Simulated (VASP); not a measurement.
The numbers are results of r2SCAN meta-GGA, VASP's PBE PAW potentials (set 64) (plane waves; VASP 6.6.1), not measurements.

A VASP calculation is set up with these files.

File POSCAR:
```
PbF2
4.1848590
  0.0000000000   0.7071067533   0.7071067533
  0.7071067533   0.0000000000   0.7071067533
  0.7071067533   0.7071067533   0.0000000000
Pb F
1 2
Cart
 -0.0000000000  -0.0000000000  -0.0238956676
  0.3535533766   0.3535533766   0.3535533766
  1.0606601299   1.0606601299   1.0606601299
```

**INCAR**
```
NELM = 100
LWAVE = .False.
ISMEAR = 0   ! Gaussian
LCHARG = .False.
SIGMA = 0.05   ! width (eV)
EDIFF = 1E-7
PREC = Accurate
ENCUT = 600   ! plane-wave cut-off (eV)
LMIXTAU = .True.
LREAL = .False.
ISIF = 2   ! forces and stress, cell fixed
ALGO = Normal   ! blocked Davidson
LASPH = .True.   ! aspherical one-centre terms
METAGGA = R2SCAN
SYSTEM = PbF2
LMAXMIX = 4
```

File KPOINTS:
```
Automatic mesh
0
Gamma
6 6 6
0 0 0
```

POTCAR, in this order: Pb_d F (PBE.64 set). Program: vasp_std.

The resulting files:

File OUTCAR:
```
 ion  position               nearest neighbor table
   1  0.983  0.983  0.017-   3 2.51   3 2.51   2 2.51   2 2.51   2 2.62   3 2.62   3 2.62   2 2.62
  LATTYP: Found a face centered cubic cell.
 ALAT       =     5.9182841210
 Subroutine PRICEL returns:
 Original cell was already a primitive cell.
 Subroutine GETGRP returns: Found  8 space group operations
The static configuration has the point symmetry C_4v.
The dynamic configuration has the point symmetry C_4v.
 Subroutine INISYM returns: Found  8 space group operations
 Subroutine IBZKPT returns following result:
 Found     30 irreducible k-points:

 Following reciprocal coordinates:
            Coordinates               Weight
  0.000000  0.000000  0.000000      1.000000
  0.166667  0.000000  0.000000      8.000000
  0.333333  0.000000  0.000000      8.000000
  0.500000  0.000000  0.000000      4.000000
  0.166667  0.166667  0.000000      2.000000
  0.000000  0.166667  0.166667      4.000000
  0.333333  0.166667  0.000000      8.000000
  0.000000  0.333333  0.166667     16.000000
  0.500000  0.166667  0.000000      8.000000
  0.000000  0.500000  0.166667     16.000000
...
```

**OSZICAR**
```
       N       E                     dE             d eps       ncg     rms          rms(c)
DAV:   1     0.270267792244E+03    0.27027E+03   -0.16493E+04  1082   0.200E+03
DAV:   2    -0.490602339115E+02   -0.31933E+03   -0.30639E+03  1258   0.495E+02
DAV:   3    -0.792360155961E+02   -0.30176E+02   -0.29875E+02  1268   0.166E+02
DAV:   4    -0.801535606180E+02   -0.91755E+00   -0.91630E+00  1188   0.294E+01
DAV:   5    -0.801819573505E+02   -0.28397E-01   -0.28396E-01  1280   0.540E+00    0.694E+00
DAV:   6    -0.709838522354E+02    0.91981E+01   -0.60061E+00  1388   0.385E+01    0.220E+00
DAV:   7    -0.699023234910E+02    0.10815E+01   -0.14779E+00  1088   0.152E+01    0.171E+00
DAV:   8    -0.724983971531E+02   -0.25961E+01   -0.74150E-01  1084   0.102E+01    0.805E-01
DAV:   9    -0.694509371522E+02    0.30475E+01   -0.85480E-01  1082   0.878E+00    0.109E+00
DAV:  10    -0.701500402444E+02   -0.69910E+00   -0.54586E-01  1080   0.641E+00    0.160E-01
DAV:  11    -0.701327661335E+02    0.17274E-01   -0.18591E-02  1152   0.161E+00    0.276E-01
DAV:  12    -0.701339520470E+02   -0.11859E-02   -0.92977E-03  1080   0.812E-01    0.446E-01
DAV:  13    -0.701566698911E+02   -0.22718E-01   -0.22339E-02  1080   0.170E+00    0.217E-01
DAV:  14    -0.701571910181E+02   -0.52113E-03   -0.18648E-03  1080   0.446E-01    0.142E-01
DAV:  15    -0.701586530504E+02   -0.14620E-02   -0.25553E-04  1080   0.187E-01    0.142E-01
DAV:  16    -0.701585392100E+02    0.11384E-03   -0.17741E-03  1352   0.325E-01    0.162E-02
DAV:  17    -0.701588151065E+02   -0.27590E-03   -0.11339E-04  1080   0.121E-01    0.937E-03
DAV:  18    -0.701588182763E+02   -0.31698E-05   -0.10402E-05  1332   0.444E-02    0.306E-03
DAV:  19    -0.701588451432E+02   -0.26867E-04   -0.51895E-06  1080   0.298E-02    0.248E-03
DAV:  20    -0.701588534956E+02   -0.83524E-05   -0.22287E-06  1080   0.196E-02    0.267E-03
DAV:  21    -0.701588535337E+02   -0.38094E-07   -0.11584E-06  1120   0.101E-02    0.792E-04
DAV:  22    -0.701588537045E+02   -0.17080E-06   -0.19288E-07  1080   0.470E-03    0.933E-04
DAV:  23    -0.701588537571E+02   -0.52635E-07   -0.20812E-08   590   0.182E-03
   1 F= -.70158854E+02 E0= -.70158854E+02  d E =-.272068E-16
```

**OUTCAR**
```
------------------------ aborting loop because EDIFF is reached ----------------------------------------
  FORCE on cell =-STRESS in cart. coord.  units (eV):
  Direction    XX          YY          ZZ          XY          YZ          ZX
  --------------------------------------------------------------------------------------
  Total        0.0669632      0.0669632      0.0928189      0.0000000     -0.0000000      0.0000000
  in kB        2.0702334      2.0702334      2.8695895      0.0000000     -0.0000000      0.0000000
  external PRESSURE =       2.3366854 kB  Pullay stress =       0.0000000 kB
  volume of cell :       51.82
      direct lattice vectors                 reciprocal lattice vectors
     0.000000000  2.959142061  2.959142061    -0.168967893  0.168967893  0.168967893
     2.959142061  0.000000000  2.959142061     0.168967893 -0.168967893  0.168967893
     2.959142061  2.959142061  0.000000000     0.168967893  0.168967893 -0.168967893
 POSITION                                       TOTAL-FORCE (eV/Angst)
 -----------------------------------------------------------------------------------
      2.95914      2.95914      5.81828         0.000000      0.000000      0.160233
      1.47957      1.47957      1.47957         0.000000      0.000000     -0.080117
      4.43871      4.43871      4.43871         0.000000      0.000000     -0.080117
 -----------------------------------------------------------------------------------
    total drift:                                0.000000      0.000000      0.000940
  FREE ENERGIE OF THE ION-ELECTRON SYSTEM (eV)
  ---------------------------------------------------
  free  energy   TOTEN  =       -70.1588537571 eV

  energy  without entropy=      -70.1588537571  energy(sigma->0) =      -70.15885376
```
(Selected blocks of OUTCAR.)

File OUTCAR:
```
 val. band max:        1.5433753898   @ k =   0.1667  -0.3333   0.3333

 cond. band min:       6.4912214084   @ k =   0.5000   0.5000   0.0000


 Fermi energy:         1.8284338242

 k-point     1 :       0.0000    0.0000    0.0000
  band No.  band energies     occupation
      1     -20.8755      2.00000
      2     -20.2828      2.00000
      3     -13.3021      2.00000
      4     -13.3021      2.00000
      5     -13.2904      2.00000
      6     -13.2495      2.00000
      7     -13.2446      2.00000
      8      -2.9707      2.00000
      9      -1.1540      2.00000
     10      -1.1540      2.00000
     11      -1.1197      2.00000
     12      -0.6051      2.00000
     13      -0.6051      2.00000
     14      -0.5963      2.00000
     15       8.8547      0.00000
     16       8.9126      0.00000
     17       8.9126      0.00000
     18      12.2537      0.00000

 k-point     2 :       0.1667    0.0000    0.0000
  band No.  band energies     occupation
      1     -20.8263      2.00000
      2     -20.3266      2.00000
      3     -13.2920      2.00000
      4     -13.2909      2.00000
      5     -13.2488      2.00000
      6     -13.2439      2.00000
      7     -13.2387      2.00000
      8      -3.4726      2.00000
      9      -1.3039      2.00000
     10      -1.1991      2.00000
     11      -1.1644      2.00000
     12      -0.6521      2.00000
     13      -0.6502      2.00000
     14       0.1022      2.00000
     15       7.9638      0.00000
     16       9.1090      0.00000
     17       9.1394      0.00000
     18      13.7793      0.00000

 k-point     3 :       0.3333    0.0000    0.0000
  band No.  band energies     occupation
      1     -20.7076      2.00000
      2     -20.4318      2.00000
      3     -13.2847      2.00000
      4     -13.2827      2.00000
      5     -13.2312      2.00000
      6     -13.2294      2.00000
      7     -13.1410      2.00000
      8      -4.1446      2.00000
      9      -1.5246      2.00000
...
```

Unless said otherwise, spin-orbit coupling is left out, though it shifts the bands of the heavy elements here.

The compound is PbF2 in the fluorite structure, the β form. This cell was strained or had an atom moved on purpose.
